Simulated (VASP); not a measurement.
The system is Mg2TiN2.

```
Mg Ti N
1.0
    -1.65000    1.65000    6.00000
     1.65000   -1.65000    6.00000
     1.65000    1.65000   -6.00000
Mg Ti N
2 1 2
Cartesian
  0.0000 0.0000 7.9200
  0.0000 0.0000 4.0800
  0.0000 0.0000 0.0000
  0.0000 0.0000 10.1400
  0.0000 0.0000 1.8600
```

The cell was built by a generator and needn't be a form met in nature.

| Property | Result |
| --- | --- |
| Program | VASP 6.6.1 |
| Task | relaxation of cell and atoms |
| Functional | PBE |
| Potentials or basis | VASP PAW PBE potentials, release 64 (Mg, Ti_sv, N) |
| Cutoff | 520 eV |
| k mesh | 6 × 6 × 6 |
| Occupations | gaussian, width 0.15 eV |
| Spin | no spin polarisation |

At the start: pressure -1.5 GPa; volume 13.07 Å³/atom.

Q: How do energy, volume and symmetry change on relaxing?

A: Over 10 steps the energy falls by 76.6 meV/atom and the volume is 12.41 Å³/atom (-5.0 %); space group I4/mmm (No. 139, to 0.05 Å).

Step by step:
```tsv
step	energy change (eV)	largest force (eV/Å)	pressure (GPa)	volume (Å³)
1	0.0000	1.1595	-1.45	65.34
2	-0.1848	1.4960	-5.60	64.14
3	-0.1949	1.1430	-4.92	64.39
4	-0.3526	0.5907	2.42	60.54
5	-0.3525	0.5845	2.09	60.51
6	-0.3803	0.0562	1.19	61.55
7	-0.3806	0.1632	0.54	61.79
8	-0.3808	0.1169	0.85	61.71
9	-0.3799	0.1564	-1.57	62.44
10	-0.3828	0.0373	-0.27	62.05
```

Final structure:
```
Mg Ti N
1.0
    -1.57581    1.57581    6.24707
     1.57581   -1.57581    6.24707
     1.57581    1.57581   -6.24707
Mg Ti N
2 1 2
Cartesian
  0.0000 0.0000 8.3834
  0.0000 0.0000 4.1107
  0.0000 0.0000 0.0000
  0.0000 0.0000 10.5762
  0.0000 0.0000 1.9179
```

Caveat: the k mesh is coarse (spacing up to 0.45 Å⁻¹), so the values aren't converged; the relaxation stopped at a loose force limit of 0.08 eV/Å, so its end isn't a converged minimum.
